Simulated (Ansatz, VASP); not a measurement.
## One calculation of Si4Hg, two programs

Contents of INCAR:

```
SYSTEM = Si4Hg
PREC = Accurate
ENCUT = 600
EDIFF = 1E-6
ISMEAR = 0
SIGMA = 0.1
LREAL = .FALSE.
LASPH = .TRUE.
NELM = 100
ALGO = Normal
ISIF = 3
LWAVE = .FALSE.
LCHARG = .FALSE.
GGA = PE
IBRION = 2
NSW = 90
EDIFFG = -0.04
```

KPOINTS

```
Automatic mesh
0
G
  4 4 4
  0 0 0
```

The input POSCAR:

```
Si4Hg
1.0
   -2.7614661000      2.7614661000      2.7614661000
    2.7614661000     -2.7614661000      2.7614661000
    2.7614661000      2.7614661000     -2.7614661000
Si Hg
4 1
Direct
    0.5000000000      0.5000000000      0.5000000000
    0.5000000000      0.0000000000      0.0000000000
    0.0000000000      0.0000000000      0.5000000000
    0.0000000000      0.5000000000      0.0000000000
    0.0000000000      0.0000000000      0.0000000000
```

Input for Ansatz:

```yaml
crystal:
  lattice:
    - [-2.7614661, 2.7614661, 2.7614661]
    - [2.7614661, -2.7614661, 2.7614661]
    - [2.7614661, 2.7614661, -2.7614661]
  atoms:
    - { symbol: Si, position: [0.5, 0.5, 0.5] }
    - { symbol: Si, position: [0.5, 0.0, 0.0] }
    - { symbol: Si, position: [0.0, 0.0, 0.5] }
    - { symbol: Si, position: [0.0, 0.5, 0.0] }
    - { symbol: Hg, position: [0.0, 0.0, 0.0] }
basis:
  ecutwfc: 420
kpoints:
  mp_grid: { grid: [4, 4, 4] }
hamiltonian:
  xc: pbe
scf:
  occupations: { method: gaussian, width: 0.1 }
  lower_state_search: "off"
output:
  forces: true
  stress: true
  eigenvalues: true
relax:
  adjacent_minimum: "off"
  f_tol: 0.04
  max_steps: 70
  cell: { stress_tol: 0.4 }
```

Change from the starting cell: species swapped into the Hg4Pt type (Im-3m, No. 229).

Alike in both runs: task relaxation of cell and atoms; functional PBE; k mesh 4 × 4 × 4; occupations gaussian, width 0.1 eV; no spin polarisation.

```csv
,VASP,Ansatz
version,VASP 6.6.1,Ansatz 0.2.0
potentials or method,"VASP PAW PBE potentials, release 64 (Si, Hg)","scalar-relativistic, plane waves, PAW"
plane-wave cutoff (eV),600,420
valence electrons in the cell,28,36
```

Ansatz gave:

- gap on the k mesh at the Fermi level, each at its own relaxed structure (eV): none
- relaxed volume (Å³/atom): 21.94
- relaxed cell length with the largest relative difference (Å): 5.223
- energy change over the relaxation (meV/atom): -375

Q: What did VASP give for the same quantities?

A: gap on the k mesh at the Fermi level, each at its own relaxed structure (eV): none; relaxed volume (Å³/atom): 22.08; relaxed cell length with the largest relative difference (Å): 5.235; energy change over the relaxation (meV/atom): -391.

A gap of «none» marks a metal or a gap that the smearing closes. The two sets of potentials don't hold the same shells in valence.

Caveats: the k mesh is coarse (spacing up to 0.40 Å⁻¹), so the values aren't converged; the volume moved by over 15 % at a fixed basis, so the end points are rough (VASP). Spin-orbit coupling is left out, which matters for the levels of Hg.
